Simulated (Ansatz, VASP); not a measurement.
# Cross-check of BN (Qingsongite) between VASP and Ansatz

One calculation is typed for both programs; each brings its own data sets. How far apart do they land? The cell is taken from a series of runs on this material, whose earlier steps may have relaxed, scaled, displaced or heated it; both programs get it as it stands.

Main program and level: Ansatz 0.2.0; plane waves, with VASP 6.6.1 beside it; G0W0 gap at PBE.

## 1. The structure

Symmetry: F-43m, No. 216, cubic system. Conventional cell: a = 3.606 Å, b = 3.606 Å, c = 3.606 Å, α = 90.00°, β = 90.00°, γ = 90.00°. Nearest to B lie 4 N at 1.56 Å. Nearest to N lie 4 B at 1.56 Å. Farther neighbours and most contacts between anions are not listed.

Structure file:

```xyz
2
Lattice="0.0000 1.8030 1.8030 1.8030 0.0000 1.8030 1.8030 1.8030 0.0000" Properties=species:S:1:pos:R:3 pbc="T T T"
B     0.0000    0.0000    0.0000
N     0.9015    0.9015    0.9015
```

## 2. VASP: G0W0 gap, PBE

Quasiparticle shifts depend on high empty states and on the cores, so they are the hardest test of two PAW sets.

Lines of VASP's logs that name or quote its potential files are left out, and so is its time.

The run reads the wave functions of an earlier VASP run, which isn't shown here.

Contents of INCAR:

```
SYSTEM = BN
PREC = Accurate
ENCUT = 450
ISMEAR = 0
SIGMA = 0.01
LREAL = .FALSE.
GGA = PE
NBANDS = 38
ALGO = EVGW0
NELMGW = 1
ENCUTGW = 120
NOMEGA = 64
PRECFOCK = Fast
NBANDSGW = 12
LWAVE = .FALSE.
LCHARG = .FALSE.
```

Contents of POSCAR:

```
BN
1.0
    0.0000000000      1.8029996702      1.8029996702
    1.8029996702      0.0000000000      1.8029996702
    1.8029996702      1.8029996702      0.0000000000
B N
1 1
Direct
    0.0000000000      0.0000000000      0.0000000000
    0.2500000000      0.2500000000      0.2500000000
```

Contents of KPOINTS:

```
Automatic mesh
0
Gamma
8 8 8
0 0 0
```

Potentials, in the order of the species: B_GW and N_GW (PBE family, release 64).

On the command line:

```bash
export OMP_NUM_THREADS=3
mpirun -np 1 vasp_std
```

Numbers of over 12 decimals in the logs are rounded to 6 here.

The program printed:

```text
[banner, memory and clock lines left out]
running    1 mpi-ranks, on    1 nodes
 distrk:  each k-point on    1 cores,    1 groups
 distr:  one band on    1 cores,    1 groups
 Offloading initialized ...    1 GPUs detected
 POSCAR found type information on POSCAR B N
 POSCAR found :  2 types and       2 ions
|                                                                             |
|           W    W    AA    RRRRR   N    N  II  N    N   GGGG   !!!           |
|           W    W   A  A   R    R  NN   N  II  NN   N  G    G  !!!           |
|           W    W  A    A  R    R  N N  N  II  N N  N  G       !!!           |
|           W WW W  AAAAAA  RRRRR   N  N N  II  N  N N  G  GGG   !            |
|           WW  WW  A    A  R   R   N   NN  II  N   NN  G    G                |
|           W    W  A    A  R    R  N    N  II  N    N   GGGG   !!!           |
|                                                                             |
|     The default for ENCUTGWSOFT is different in this version of VASP.       |
|     please manually set ENCUTGWSOFT =120 in the INCAR file.                 |
|                                                                             |

 LDA part: xc-table for (Slater+PW92), standard interpolation
 found WAVECAR, reading the header
 POSCAR, INCAR and KPOINTS ok, starting setup
 FFT: planning ... GRIDC
 FFT: planning ... GRID_SOFT
 FFT: planning ... GRID
 reading WAVECAR
 the WAVECAR file was read successfully
 initial charge from wavefunction
 available memory per node:   1672.22 GB, setting MAXMEM to   1712355

 The Fermi energy was updated, please check that it is located mid-gap
 values below the HOMO (VB) or above the LUMO (CB) will cause erroneous energies
 E-fermi :   9.7898

 calculate exact exchange contribution
 the WAVEDER file was read successfully
energies w=
    0.000    0.000    0.891    0.000    1.780    0.000    2.665    0.000
    3.544    0.000    4.416    0.000    5.279    0.000    6.132    0.000
    6.974    0.000    7.805    0.000    8.624    0.000    9.432    0.000
   10.229    0.000   11.015    0.000   11.791    0.000   12.559    0.000
   13.318    0.000   14.070    0.000   14.817    0.000   15.560    0.000
   16.300    0.000   17.038    0.000   17.777    0.000   18.519    0.000
   19.264    0.000   20.015    0.000   20.774    0.000   21.544    0.000
   22.325    0.000   23.122    0.000   23.937    0.000   24.773    0.000
   25.633    0.000   26.520    0.000   27.440    0.000   28.396    0.000
   29.394    0.000   30.439    0.000   31.538    0.000   32.699    0.000
   33.931    0.000   35.244    0.000   36.650    0.000   38.163    0.000
   39.800    0.000   41.582    0.000   43.534    0.000   45.684    0.000
   48.071    0.000   50.741    0.000   53.752    0.000   57.180    0.000
   61.124    0.000   65.712    0.000   71.122    0.000   77.599    0.000
   85.495    0.000   95.333    0.000  107.921    0.000  124.586    0.000
  147.661    0.000  181.665    0.000  236.659    0.000  340.463    0.000
 responsefunction array rank=      43
 LDA part: xc-table for (Slater+PW92), standard interpolation

 min. memory requirement per mpi rank    350.1 MB, per node    350.1 MB

 allocating  64 responsefunctions rank=    43
 shmem allocating  64 responsefunctions rank=    43
 response function shared by NCSHMEM nodes    1
 Doing            64  frequencies on each core in blocks of            64
NQ=   1    0.0000    0.0000    0.0000,
|.........|.........|.........|.........|.........|.........|.........|.........
 performed        165000 updates of chi_q(r,r)
 total number of BLAS operations          0.97 Gflops
NQ=   2    0.1250    0.0000    0.0000,
|.........|.........|.........|.........|.........|.........|.........|.........
 performed        457000 updates of chi_q(r,r)
 total number of BLAS operations          4.00 Gflops
NQ=   3    0.2500    0.0000    0.0000,
|.........|.........|.........|.........|.........|.........|.........|.........
 performed        749000 updates of chi_q(r,r)
 total number of BLAS operations          7.20 Gflops
NQ=   4    0.3750    0.0000    0.0000,
|.........|.........|.........|.........|.........|.........|.........|.........
 performed       1041000 updates of chi_q(r,r)
 total number of BLAS operations          9.91 Gflops
NQ=   5    0.5000    0.0000    0.0000,
|.........|.........|.........|.........|.........|.........|.........|.........
 performed       1282000 updates of chi_q(r,r)
 total number of BLAS operations         12.14 Gflops
NQ=   6    0.1250    0.1250    0.0000,
|.........|.........|.........|.........|.........|.........|.........|.........
 performed       1567000 updates of chi_q(r,r)
 total number of BLAS operations         14.33 Gflops
NQ=   7    0.2500    0.1250    0.0000,
|.........|.........|.........|.........|.........|.........|.........|.........
 performed       2045000 updates of chi_q(r,r)
 total number of BLAS operations         19.29 Gflops
NQ=   8    0.3750    0.1250    0.0000,
|.........|.........|.........|.........|.........|.........|.........|.........
 performed       2523000 updates of chi_q(r,r)
 total number of BLAS operations         23.46 Gflops
NQ=   9    0.5000    0.1250    0.0000,
|.........|.........|.........|.........|.........|.........|.........|.........
 performed       3001000 updates of chi_q(r,r)
 total number of BLAS operations         28.70 Gflops
NQ=  10   -0.3750    0.1250    0.0000,
|.........|.........|.........|.........|.........|.........|.........|.........
 performed       3479000 updates of chi_q(r,r)
 total number of BLAS operations         33.94 Gflops
NQ=  11   -0.2500    0.1250    0.0000,
|.........|.........|.........|.........|.........|.........|.........|.........
 performed       3957000 updates of chi_q(r,r)
 total number of BLAS operations         39.18 Gflops
NQ=  12   -0.1250    0.1250    0.0000,
|.........|.........|.........|.........|.........|.........|.........|.........
 performed       4347000 updates of chi_q(r,r)
 total number of BLAS operations         43.94 Gflops
NQ=  13    0.2500    0.2500    0.0000,
|.........|.........|.........|.........|.........|.........|.........|.........
 performed       4632000 updates of chi_q(r,r)
 total number of BLAS operations         48.16 Gflops
NQ=  14    0.3750    0.2500    0.0000,
|.........|.........|.........|.........|.........|.........|.........|.........
 performed       5110000 updates of chi_q(r,r)
 total number of BLAS operations         52.59 Gflops
NQ=  15    0.5000    0.2500    0.0000,
|.........|.........|.........|.........|.........|.........|.........|.........
 performed       5588000 updates of chi_q(r,r)
 total number of BLAS operations         56.76 Gflops
NQ=  16   -0.3750    0.2500    0.0000,
|.........|.........|.........|.........|.........|.........|.........|.........
 performed       6066000 updates of chi_q(r,r)
 total number of BLAS operations         61.18 Gflops
NQ=  17   -0.2500    0.2500    0.0000,
|.........|.........|.........|.........|.........|.........|.........|.........
 performed       6456000 updates of chi_q(r,r)
 total number of BLAS operations         64.80 Gflops
NQ=  18    0.3750    0.3750    0.0000,
|.........|.........|.........|.........|.........|.........|.........|.........
 performed       6741000 updates of chi_q(r,r)
 total number of BLAS operations         68.27 Gflops
NQ=  19    0.5000    0.3750    0.0000,
|.........|.........|.........|.........|.........|.........|.........|.........
 performed       7219000 updates of chi_q(r,r)
 total number of BLAS operations         73.23 Gflops
NQ=  20   -0.3750    0.3750    0.0000,
|.........|.........|.........|.........|.........|.........|.........|.........
 performed       7609000 updates of chi_q(r,r)
 total number of BLAS operations         76.84 Gflops
NQ=  21    0.5000    0.5000    0.0000,
|.........|.........|.........|.........|.........|.........|.........|.........
 performed       7825000 updates of chi_q(r,r)
 total number of BLAS operations         79.62 Gflops
NQ=  22    0.3750    0.2500    0.1250,
|.........|.........|.........|.........|.........|.........|.........|.........
 performed       8354000 updates of chi_q(r,r)
 total number of BLAS operations         85.11 Gflops
NQ=  23    0.5000    0.2500    0.1250,
|.........|.........|.........|.........|.........|.........|.........|.........
 performed       8960000 updates of chi_q(r,r)
 total number of BLAS operations         91.05 Gflops
NQ=  24   -0.3750    0.2500    0.1250,
|.........|.........|.........|.........|.........|.........|.........|.........
 performed       9456000 updates of chi_q(r,r)
 total number of BLAS operations         95.64 Gflops
NQ=  25    0.5000    0.3750    0.1250,
|.........|.........|.........|.........|.........|.........|.........|.........
 performed       9985000 updates of chi_q(r,r)
 total number of BLAS operations        100.26 Gflops
NQ=  26   -0.3750    0.3750    0.1250,
|.........|.........|.........|.........|.........|.........|.........|.........
 performed      10591000 updates of chi_q(r,r)
 total number of BLAS operations        105.86 Gflops
NQ=  27   -0.2500    0.3750    0.1250,
|.........|.........|.........|.........|.........|.........|.........|.........
 performed      11087000 updates of chi_q(r,r)
 total number of BLAS operations        110.46 Gflops
NQ=  28   -0.3750    0.5000    0.1250,
|.........|.........|.........|.........|.........|.........|.........|.........
 performed      11478000 updates of chi_q(r,r)
 total number of BLAS operations        114.52 Gflops
NQ=  29   -0.2500    0.5000    0.2500,
|.........|.........|.........|.........|.........|.........|.........|.........
 performed      11759000 updates of chi_q(r,r)
 total number of BLAS operations        116.83 Gflops
 resolving degeneracies of screened two electron integrals

 calculate QP shifts <psi_nk| G(iteration)W_0 |psi_nk>: iteration 1
 entering main loop
```

OUTCAR, selected parts (step 2):

```text
ion  position               nearest neighbor table
   1  0.000  0.000  0.000-   2 1.56   2 1.56   2 1.56   2 1.56
   2  0.250  0.250  0.250-   1 1.56   1 1.56   1 1.56   1 1.56

  LATTYP: Found a face centered cubic cell.
 ALAT       =     3.6059993404

 Subroutine GETGRP returns: Found 24 space group operations
 (whereof 24 operations were pure point group operations)

The static configuration has the point symmetry T_d .

 Found     29 irreducible k-points:

   k-points           NKPTS =     29   k-points in BZ     NKDIM =    512   number of bands    NBANDS=     38

   dimension x,y,z NGX =    18 NGY =   18 NGZ =   18
   dimension x,y,z NGXF=    36 NGYF=   36 NGZF=   36

   ENCUT  =  450.0 eV  33.07 Ry    5.75 a.u.   4.41  4.41  4.41*2*pi/ulx,y,z

   NELECT =       8.0000    total number of electrons

  energy-cutoff  :      450.00
  volume of cell :       11.72
      direct lattice vectors                 reciprocal lattice vectors
     0.000000000  1.802999670  1.802999670    -0.277315636  0.277315636  0.277315636
     1.802999670  0.000000000  1.802999670     0.277315636 -0.277315636  0.277315636
     1.802999670  1.802999670  0.000000000     0.277315636  0.277315636 -0.277315636

 k-points in reciprocal lattice and weights: Automatic mesh
   0.00000000  0.00000000  0.00000000       0.002
   0.12500000  0.00000000  0.00000000       0.016
   0.25000000  0.00000000  0.00000000       0.016
   0.37500000  0.00000000  0.00000000       0.016
   0.50000000  0.00000000  0.00000000       0.008
   0.12500000  0.12500000  0.00000000       0.012
   0.25000000  0.12500000  0.00000000       0.047
   0.37500000  0.12500000  0.00000000       0.047
   0.50000000  0.12500000  0.00000000       0.047
[...]
-0.37500000  0.50000000  0.12500000       0.023
  -0.25000000  0.50000000  0.25000000       0.012

 E-fermi :   9.7898

 QP shifts <psi_nk| G(iteration)W_0 |psi_nk>: iteration 1
 for sc-GW calculations column KS-energies equals QP-energies in previous step
 and V_xc(KS)=  KS-energies - (<T + V_ion + V_H > + <T+V_H+V_ion>^1  + <V_x>^1)
 k-point   1 :       0.0000    0.0000    0.0000
  band No.  KS-energies  QP-energies   sigma(KS)   V_xc(KS)     V^pw_x(r,r')   Z            occupation Imag(sigma)
      1     -12.7640     -14.5917     -17.8557     -15.5064     -26.5371       0.7780       2.0000       1.4109
      2       7.5556       6.9946     -18.9899     -18.3118     -21.8788       0.8272       2.0000       0.0630
      3       7.5556       6.9946     -18.9899     -18.3118     -21.8788       0.8272       2.0000       0.0630
      4       7.5556       6.9946     -18.9899     -18.3118     -21.8788       0.8272       2.0000       0.0630
      5      16.4117      17.9023     -12.0281     -13.8120      -7.0576       0.8356       0.0000      -0.0836
      6      16.4117      17.9023     -12.0281     -13.8120      -7.0576       0.8356       0.0000      -0.0836
      7      16.4117      17.9023     -12.0281     -13.8120      -7.0576       0.8356       0.0000      -0.0836
      8      18.0196      19.3561     -13.8251     -15.4569      -8.4104       0.8191       0.0000      -0.1026
    ...

 k-point   2 :       0.1250    0.0000    0.0000
  band No.  KS-energies  QP-energies   sigma(KS)   V_xc(KS)     V^pw_x(r,r')   Z            occupation Imag(sigma)
      1     -12.3833     -14.1707     -17.8781     -15.5705     -26.4877       0.7745       2.0000       1.3550
      2       5.6685       4.8682     -18.3595     -17.3855     -21.5325       0.8216       2.0000       0.0731
      3       7.1713       6.5655     -18.8035     -18.0701     -21.7350       0.8262       2.0000       0.0647
      4       7.1713       6.5655     -18.8035     -18.0701     -21.7350       0.8262       2.0000       0.0647
      5      16.8001      18.2070     -12.5257     -14.2146      -7.5153       0.8330       0.0000      -0.0866
      6      16.9875      18.5310     -12.2061     -14.0596      -7.1280       0.8328       0.0000      -0.0874
      7      16.9875      18.5310     -12.2061     -14.0596      -7.1280       0.8328       0.0000      -0.0874
      8      19.1930      20.7504     -13.9590     -15.8741      -8.3881       0.8132       0.0000      -0.1109
    ...

 k-point   3 :       0.2500    0.0000    0.0000
  band No.  KS-energies  QP-energies   sigma(KS)   V_xc(KS)     V^pw_x(r,r')   Z            occupation Imag(sigma)
      1     -11.2766     -12.9713     -17.9775     -15.7886     -26.3806       0.7742       2.0000       1.1947
      2       2.0475       0.8680     -17.7160     -16.2493     -21.7300       0.8042       2.0000       0.1077
      3       6.4176       5.7204     -18.5611     -17.7157     -21.6289       0.8246       2.0000       0.0687
      4       6.4176       5.7204     -18.5611     -17.7157     -21.6289       0.8246       2.0000       0.0687
      5      17.2780      18.6051     -12.8794     -14.4778      -7.7733       0.8303       0.0000      -0.0905
      6      17.9432      19.5422     -12.3365     -14.2655      -7.0616       0.8289       0.0000      -0.0946
      7      17.9432      19.5422     -12.3365     -14.2655      -7.0616       0.8289       0.0000      -0.0946
      8      21.2267      22.9700     -13.9336     -16.1097      -7.9142       0.8011       0.0000      -0.1372
    ...

 k-point   4 :       0.3750    0.0000    0.0000
  band No.  KS-energies  QP-energies   sigma(KS)   V_xc(KS)     V^pw_x(r,r')   Z            occupation Imag(sigma)
      1      -9.6397     -11.1934     -18.3052     -16.2686     -26.4083       0.7629       2.0000       0.9626
      2      -1.4284      -2.8466     -17.1118     -15.2926     -22.0077       0.7796       2.0000       0.1751
      3       5.8177       5.0509     -18.4503     -17.5166     -21.6570       0.8212       2.0000       0.0724
      4       5.8177       5.0509     -18.4503     -17.5166     -21.6570       0.8212       2.0000       0.0724
      5      17.6533      18.9347     -13.0763     -14.6224      -7.9136       0.8289       0.0000      -0.0925
      6      18.3053      19.8625     -12.1999     -14.0775      -6.8865       0.8294       0.0000      -0.0960
      7      18.3053      19.8625     -12.1999     -14.0775      -6.8865       0.8294       0.0000      -0.0960
      8      22.5021      24.1904     -13.3852     -15.5152      -7.0231       0.7927       0.0000      -0.1624
    ...

[... 4 further parts left out ...]
```

(Continued in part 2 of 2.)

[Lines on the potential files, build, host, timing and source positions are cut from VASP's logs without a mark.]

[Logs are printed without paths, hosts, clocks, repeated set-up lines and the standing remarks that a program may print on its own settings, such as how far it seeks lower states.]

[Hosts, paths, dates, database ids (printed as entryN), source tags and the programs' standing remarks are cut or masked in the printed files.]
